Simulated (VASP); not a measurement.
Data:

```
VGe2
1.0
    0.00000     3.02920     3.02920
    3.02920     0.00000     3.02920
    3.02920     3.02920     0.00000
V Ge
1 2
Direct
  0.00000   0.00000   0.00000
  0.25000   0.25000   0.25000
  0.75000   0.75000   0.75000
```
Starting moments (μB, in the order of the record's atoms V Ge Ge): 2.0 0.0 0.0.

The numbers are results of PBE GGA, VASP's PBE PAW potentials (set 64) (plane waves; VASP), not measurements. Numerical set-up: 300 eV cut-off, 7×7×7 Γ-centred mesh, Fermi-Dirac smearing of 0.14 eV, potentials V_sv Ge_d.

At this cut-off the stress carries a Pulay error, which pulls relaxed volumes low.

Task: The ions, cell shape and volume are relaxed. Give the cell that the relaxation ends in.

Result: 
```
VGe2
1.0
    0.00000     3.01668     3.01668
    3.01668     0.00000     3.01668
    3.01668     3.01668     0.00000
V Ge
1 2
Direct
  0.00000   0.00000   0.00000
  0.25000   0.25000   0.25000
  0.75000   0.75000   0.75000
```
Space group Fm-3m (225), at a tolerance of 0.03 Å. The cell ends with 2.04 μB, on the sites 1.83 -0.01 -0.01 μB.

Task: How do energy and volume change from the first to the last step?

Result: The energy (σ→0) changes by -1.1 meV/atom and the volume by -1.2 %, in 3 ionic steps.

```tsv
step	E(σ→0) (eV)	max force (eV/Å)	pressure (GPa)	volume (Å³)
1	-17.2536	0.000	-1.19	55.59
2	-17.2563	0.000	0.70	54.49
3	-17.2569	0.000	-0.01	54.91
```

The structure was generated: VGe2 was put into an ordered model structure, which need not be its known phase. This run relaxes it. Symmetry was kept, so distortions that lower it aren't found. The run is one of a series of settings (EDIFFG = -0.01, IBRION = 2, ISIF = 3, NSW = 50 against the base run), some of them coarse on purpose.
